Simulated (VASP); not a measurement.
OSZICAR of a VASP run on WSi2 (MoSi2 type):

OSZICAR:
```
       N       E                     dE             d eps       ncg     rms          rms(c)
DAV:   1     0.826720442574E+02    0.82672E+02   -0.11619E+04  4890   0.153E+03
DAV:   2    -0.703295928716E+02   -0.15300E+03   -0.15109E+03  5611   0.373E+02
DAV:   3    -0.746567941251E+02   -0.43272E+01   -0.41957E+01  6626   0.539E+01
DAV:   4    -0.746859992626E+02   -0.29205E-01   -0.29177E-01  5450   0.527E+00
DAV:   5    -0.746863734202E+02   -0.37416E-03   -0.37415E-03  6584   0.592E-01    0.277E+01
DAV:   6    -0.695865966886E+02    0.50998E+01   -0.35544E+00  5429   0.216E+01    0.806E+00
DAV:   7    -0.692890598221E+02    0.29754E+00   -0.33516E-01  5751   0.542E+00    0.390E+00
DAV:   8    -0.695693188342E+02   -0.28026E+00   -0.28433E-01  5275   0.574E+00    0.643E-01
DAV:   9    -0.695260378944E+02    0.43281E-01   -0.80443E-02  5156   0.323E+00    0.401E-01
DAV:  10    -0.695272625026E+02   -0.12246E-02   -0.14847E-03  6374   0.337E-01    0.312E-01
DAV:  11    -0.695304275313E+02   -0.31650E-02   -0.32183E-03  6010   0.500E-01    0.430E-01
DAV:  12    -0.695294687038E+02    0.95883E-03   -0.37325E-03  5275   0.760E-01    0.319E-01
DAV:  13    -0.695312923779E+02   -0.18237E-02   -0.12908E-03  5135   0.434E-01    0.239E-01
DAV:  14    -0.695312356388E+02    0.56739E-04   -0.21067E-04  6318   0.125E-01    0.143E-01
DAV:  15    -0.695312404467E+02   -0.48079E-05   -0.27450E-05  5366   0.683E-02    0.734E-02
DAV:  16    -0.695312313680E+02    0.90788E-05   -0.54247E-05  6108   0.626E-02    0.117E-02
DAV:  17    -0.695312341415E+02   -0.27735E-05   -0.30768E-06  5134   0.185E-02    0.132E-02
DAV:  18    -0.695312325504E+02    0.15911E-05   -0.31217E-06  4439   0.141E-02    0.549E-04
DAV:  19    -0.695312326676E+02   -0.11721E-06   -0.28123E-07  2578   0.438E-03
   1 F= -.69531233E+02 E0= -.69531265E+02  d E =-.695312E+02
       N       E                     dE             d eps       ncg     rms          rms(c)
DAV:   1    -0.695384271570E+02   -0.71946E-02   -0.19701E-01  5583   0.544E+00    0.102E+00
DAV:   2    -0.695315310959E+02    0.68961E-02   -0.36222E-02  5546   0.168E+00    0.184E-01
DAV:   3    -0.695309881542E+02    0.54294E-03   -0.11257E-03  5723   0.301E-01    0.103E-01
DAV:   4    -0.695307591996E+02    0.22895E-03   -0.44347E-04  6003   0.175E-01    0.469E-02
DAV:   5    -0.695307124947E+02    0.46705E-04   -0.20416E-04  5212   0.170E-01    0.390E-02
DAV:   6    -0.695307685295E+02   -0.56035E-04   -0.13908E-04  5135   0.132E-01    0.149E-02
DAV:   7    -0.695307918430E+02   -0.23314E-04   -0.20062E-05  5079   0.506E-02    0.416E-03
DAV:   8    -0.695307926281E+02   -0.78504E-06   -0.10506E-06  3117   0.112E-02
   2 F= -.69530793E+02 E0= -.69530801E+02  d E =0.440040E-03
       N       E                     dE             d eps       ncg     rms          rms(c)
DAV:   1    -0.695344796104E+02   -0.36878E-02   -0.76853E-02  5576   0.341E+00    0.631E-01
DAV:   2    -0.695317862931E+02    0.26933E-02   -0.14708E-02  5532   0.106E+00    0.114E-01
DAV:   3    -0.695315662286E+02    0.22006E-03   -0.47488E-04  5674   0.188E-01    0.636E-02
DAV:   4    -0.695314759937E+02    0.90235E-04   -0.17237E-04  6066   0.109E-01    0.286E-02
DAV:   5    -0.695314522367E+02    0.23757E-04   -0.80217E-05  5240   0.106E-01    0.246E-02
DAV:   6    -0.695314744243E+02   -0.22188E-04   -0.55082E-05  5121   0.825E-02    0.944E-03
DAV:   7    -0.695314813430E+02   -0.69187E-05   -0.80323E-06  5079   0.320E-02    0.248E-03
DAV:   8    -0.695314825498E+02   -0.12069E-05   -0.42683E-07  2669   0.708E-03    0.861E-04
DAV:   9    -0.695314823479E+02    0.20199E-06   -0.12091E-07  2501   0.388E-03
   3 F= -.69531482E+02 E0= -.69531506E+02  d E =-.249680E-03
```

Q: Which electronic solver shows in the log?

A: It is blocked Davidson (ALGO = Normal, or the opening steps of other solvers). The INCAR had ALGO = Normal.

Q: Can the final energy be trusted as converged?

A: Self-consistency was reached. It stopped with EDIFF = 1E-6, NELM = 100, NSW = 60 and EDIFFG = -0.02 after 3 ionic steps (r2SCAN+rVV10, plane waves, VASP's PBE PAW potentials (set 64)).

The compound is WSi2 in the MoSi2 type structure. This run relaxes it. Symmetry was kept, so distortions that lower it aren't found. The start is the result of an earlier pass.
